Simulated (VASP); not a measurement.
An input for Quantum ESPRESSO's pw.x (written as the equivalent of a VASP run, and not itself run):

```
&CONTROL
  calculation = 'vc-relax'
  pseudo_dir = './pseudo'
  outdir = './out'
  tprnfor = .true.
  tstress = .true.
  nstep = 40
  forc_conv_thr = 0.00078
/
&SYSTEM
  ibrav = 0
  nat = 2
  ntyp = 2
  ecutwfc = 68
  occupations = 'smearing'
  smearing = 'gaussian'
  degauss = 0.003675
  input_dft = 'pbe'
/
&ELECTRONS
  conv_thr = 7.3e-08
  electron_maxstep = 100
/
&IONS
/
&CELL
  press = 450
/
ATOMIC_SPECIES
  Ca 40.078 Ca.upf
  S 32.060 S.upf
CELL_PARAMETERS angstrom
     0.0000000    2.5947738    2.5947738
     2.5947738    0.0000000    2.5947738
     2.5947738    2.5947738    0.0000000
ATOMIC_POSITIONS crystal
  Ca   0.0000000  0.0000000  0.0000000
  S    0.5000000  0.5000000  0.5000000
K_POINTS automatic
  9 9 9 0 0 0
```

### Question
Write the VASP files for the same calculation (PBE).

### Answer
One answer among several that fit: 
### INCAR
```
SYSTEM = CaS
PREC = Accurate
ENCUT = 500
EDIFF = 1E-6
NELM = 100
ALGO = Normal
LREAL = .FALSE.
LASPH = .TRUE.
ISMEAR = 0
SIGMA = 0.05
GGA = PE
LWAVE = .FALSE.
LCHARG = .FALSE.
IBRION = 2
ISIF = 3
NSW = 40
EDIFFG = -0.02
PSTRESS = 450
```

**KPOINTS**
```
kpoints
0
Gamma
 9 9 9
0 0 0
```

### POSCAR
```
CaS
1
    0.0000000000     2.5947737686     2.5947737686
    2.5947737686     0.0000000000     2.5947737686
    2.5947737686     2.5947737686     0.0000000000
Ca S
1 1
Direct
  0.0000000000   0.0000000000   0.0000000000
  0.5000000000   0.5000000000   0.5000000000
```

POTCAR, in this order: Ca_sv S (PBE.64 set). Program: vasp_std.

Limits of the translation: the potentials are each code's own (VASP's PAW set, PseudoDojo norm-conserving files in pw.x), so ENCUT and ecutwfc are chosen apart and not converted; conv_thr bounds pw.x's estimated SCF error, while EDIFF bounds the energy change between steps; forc_conv_thr acts on force components and is met together with etot_conv_thr.

The compound is CaS in the rock salt structure. This run relaxes it under an external pressure of 45 GPa. Symmetry was kept, so distortions that lower it aren't found.
